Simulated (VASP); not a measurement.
Given:

```xyz
3
Lattice="0.0000 2.4164 2.4164 2.4164 0.0000 2.4164 2.4164 2.4164 0.0000" Properties=species:S:1:pos:R:3 pbc="T T T"
Hf     0.0000     0.0000     0.0000
O      1.2082     1.2082     1.2082
O      3.6246     3.6246     3.6246
```

All values below come from r2SCAN meta-GGA, VASP's PBE PAW potentials (set 64) (plane waves; VASP). Numerical set-up: 600 eV cut-off, 8×8×8 Γ-centred mesh, Gaussian smearing of 0.050 eV, potentials Hf_pv O.

### Question
Give the stress tensor in GPa (positive for a compressed cell).

### Answer

```
43.62   0.00   0.00
 0.00  43.62   0.00
 0.00   0.00  43.62
```
The pressure is its mean diagonal, 43.62 GPa.

The compound is HfO2 in the fluorite structure, the high-temperature cubic form, which is unstable at 0 K; the monoclinic form is the stable one. This cell was strained or had an atom moved on purpose.
